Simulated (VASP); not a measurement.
Given:

```
CELL_PARAMETERS angstrom
      3.50154    -1.88329    -0.05718
      3.50154     1.88329    -0.05718
      2.53952     0.00000     3.05968
ATOMIC_POSITIONS crystal
  As 0.23074 0.23074 0.23074
  As 0.76926 0.76926 0.76926
```

Level of theory: LDA (Ceperley-Alder, Perdew-Zunger), VASP's LDA PAW potentials (set 64) (plane waves; VASP). Settings: 530 eV cut-off, 11×11×11 Γ-centred mesh, first-order Methfessel-Paxton smearing of 0.10 eV, potentials As.

Tensors are in the Cartesian frame of the cell as typed. Finite-difference elastic constants of metals are sensitive to mesh and smearing; shear constants can be off by tens of GPa.

Problem. Give the elastic stiffness tensor with the ions relaxed (GPa, in the frame of the cell).

Solution. 
```csv
,xx,yy,zz,yz,xz,xy
xx,87.5,15.9,43.6,0.0,-29.0,0.0
yy,15.9,170,60.5,0.0,24.3,0.0
zz,43.6,60.5,133,0.0,-25.9,0.0
yz,0.0,0.0,0.0,81.4,0.0,25.8
xz,-29.0,24.3,-25.9,0.0,69.5,0.0
xy,0.0,0.0,0.0,25.8,0.0,41.3
```

Problem. Estimate the Hill bulk modulus, Hill shear modulus, Young's modulus, Poisson's ratio.

Solution. 
The Hill bulk modulus comes out as 64.0 GPa, the Hill shear modulus comes out as 48.4 GPa and the Young's modulus comes out as 1160 kbar. The Poisson's ratio is 0.198.

The compound is As in the a7 structure. It was relaxed first, which changed the volume by -5 %.
